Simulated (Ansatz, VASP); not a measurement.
**One calculation of Cr2TeSe, two programs**

The input INCAR:

```
SYSTEM = Cr2TeSe
PREC     = Accurate       ! precision mode
ENCUT    = 520            ! plane-wave cutoff, eV
EDIFF    = 1E-7           ! SCF threshold, eV
ISMEAR   = -1             ! smearing method
SIGMA    = 0.05           ! smearing width, eV
LREAL    = .False.        ! projectors in reciprocal space
LASPH    = .True.         ! aspherical terms in the spheres
NELM     = 100            ! most SCF steps
ALGO     = Normal         ! electronic algorithm
ISIF     = 2              ! what is computed and relaxed
LWAVE    = .False.        ! write WAVECAR
LCHARG   = .False.        ! write CHGCAR
ISPIN    = 2              ! spin polarisation
MAGMOM   = 0 0 3 3        ! initial moments
LORBIT   = 11             ! projections on sites
LMAXMIX  = 4              ! l up to which the mixer works
GGA      = PE             ! functional
NBANDS   = 30             ! bands
```

KPOINTS

```
regular mesh
0
Gamma
  8 8 4
  0 0 0
```

The input POSCAR:

```
Cr2TeSe
1.0
    4.0135192022      0.0000000000      0.0000000000
   -2.0067596011      3.4758095878      0.0000000000
    0.0000000000      0.0000000000      6.4211763405
Te Se Cr
1 1 2
Direct
    0.0000000000      0.0000000000      0.5000000000
    0.3333333333      0.6666666667      0.0000000000
    0.6666666667      0.3333333333      0.7622540000
    0.6666666667      0.3333333333      0.2377460000
```

The input input.yaml:

```yaml
crystal:
  lattice:
    - [4.0135192022, 0.0, 0.0]
    - [-2.0067596011, 3.4758095878, 0.0]
    - [0.0, 0.0, 6.4211763405]
  atoms:
    - { symbol: Te, position: [0.0, 0.0, 0.5] }
    - { symbol: Se, position: [0.3333333333, 0.6666666667, 0.0] }
    - { symbol: Cr, position: [0.6666666667, 0.3333333333, 0.762254], spin: 3.0 }
    - { symbol: Cr, position: [0.6666666667, 0.3333333333, 0.237746], spin: 3.0 }
hamiltonian:
  xc: pbe
  pseudopotentials: { kind: paw }
magnetization:
  spin_polarized: true
kpoints:
  mp_grid: { grid: [8, 8, 4] }
scf:
  occupations: { method: fermi_dirac, width: 0.05 }
output:
  forces: true
  stress: true
  eigenvalues: true
  write_density: true
  write_potential: true
  elf: true
  volumetric_format: npy
```

Change from the starting cell: volume scaled by 1.04.

Alike in both runs: task single point; functional PBE; k mesh 8 × 8 × 4; occupations fermi-dirac, width 0.05 eV; collinear spin, ferromagnetic start.

|  | VASP | Ansatz |
| --- | --- | --- |
| version | VASP 6.6.1 | Ansatz 0.2.0 |
| potentials or method | VASP PAW PBE potentials, release 64 (Te, Se, Cr_pv) | Ansatz PAW |
| plane-wave cutoff (eV) | 520 | 420 |
| valence electrons in the cell | 36 | 60 |

|  | VASP | Ansatz | Ansatz less VASP |
| --- | --- | --- | --- |
| gap on the k mesh at the Fermi level (eV) | none | none | - |
| pressure (GPa) | -2.8 | -2.9 | -0.04 |
| largest component of the traceless stress (GPa) | 0.09 | 0.09 | +0.003 |
| net moment per atom (μB) | 1.99 | 1.99 | 0.000 |
| size of the moment on the site where the two differ most (μB) | 3.72 | 3.69 | -0.037 |

Site moments also hang on the region over which each program counts them. A gap of «none» marks a metal or a gap that the smearing closes. The two sets of potentials don't hold the same shells in valence.

Caveats: only a ferromagnetic start was run, and an antiferromagnetic order may lie lower in energy. The runs have no spin-orbit coupling, so splittings on Te are missing.
